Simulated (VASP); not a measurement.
Consider the following.

```yaml
crystal:
  lattice:
    - [0.00000, 3.52156, 3.52156]
    - [3.52156, 0.00000, 3.52156]
    - [3.52156, 3.52156, 0.00000]
  atoms:
    - { symbol: Rb, position: [0.00000, 0.00000, 0.00000] }
    - { symbol: Br, position: [0.50000, 0.50000, 0.50000] }
```

Computed with PBE GGA with D3 dispersion (zero damping), VASP's PBE PAW potentials (set 64) (plane waves; VASP). Numerical set-up: 520 eV cut-off, 6×6×6 Γ-centred mesh, Gaussian smearing of 0.050 eV, potentials Rb_sv Br.

Problem. What does the run give for the energy per atom (σ→0), band gap (on the k-mesh) with the smallest direct gap where there is one?

Solution. 
- band gap (on the k-mesh): 4.16 eV
- smallest direct gap (on the k-mesh): 4.16 eV
- energy per atom (σ→0): -3275 meV/atom

Only differences to runs with the same potentials and settings are physical.

The compound is RbBr in the rock salt structure. It was relaxed first, which changed the volume by +7 %. The start is the result of an earlier pass.
